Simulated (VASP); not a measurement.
All values below come from PBE GGA with D3 dispersion (Becke-Johnson damping), VASP's PBE PAW potentials (set 64) (plane waves; VASP 6.6.1).

Gaps are without spin-orbit coupling.

```
Quantity                                               Result
---------------------------------------------  --------------
volume per atom                                40.73 Å^3/atom
band gap (over mesh and band path)                    4.33 eV
smallest direct gap (over mesh and band path)         4.33 eV
Hill bulk modulus                                    14.2 GPa
Hill shear modulus                                    6.9 GPa
```

Which relaxed crystal gives these values?
(A) ZnO, P6_3mc (186)
(B) RbBr, Fm-3m (225)
(C) Si, Fd-3m (227)
(D) KF, Fm-3m (225)

B, RbBr, Fm-3m (225)
